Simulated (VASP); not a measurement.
Given:

```
TlBr
1.0
    2.17037    -6.08311     0.00000
    2.17037     6.08311     0.00000
    0.00000     0.00000     4.84716
Tl Br
2 2
Direct
  0.39027   0.60973   0.75000
  0.60973   0.39027   0.25000
  0.86401   0.13599   0.25000
  0.13599   0.86401   0.75000
```

These are PBEsol GGA with spin-orbit coupling, VASP's PBE PAW potentials (set 64) (plane waves; VASP) values and carry that method's errors. Run with 400 eV cut-off, 5×5×4 Γ-centred mesh, Gaussian smearing of 0.050 eV, potentials Tl_d Br.

The path is coarsely sampled, so an indirect gap can come out somewhat too large.

Task: Estimate the energy per atom (σ→0), band gap (over mesh and band path) with the smallest direct gap where there is one.

Result: 
The band gap (over mesh and band path) is 1.69 eV, the smallest direct gap (over mesh and band path) is 1.69 eV and the energy per atom (σ→0) is -302.3 kJ/mol of atoms.

Only differences to runs with the same potentials and settings are physical.

The structure comes from a computed database's TlBr entry (Cmcm); how it stands against other phases isn't given here. It was relaxed first, which changed the volume by -6 %.
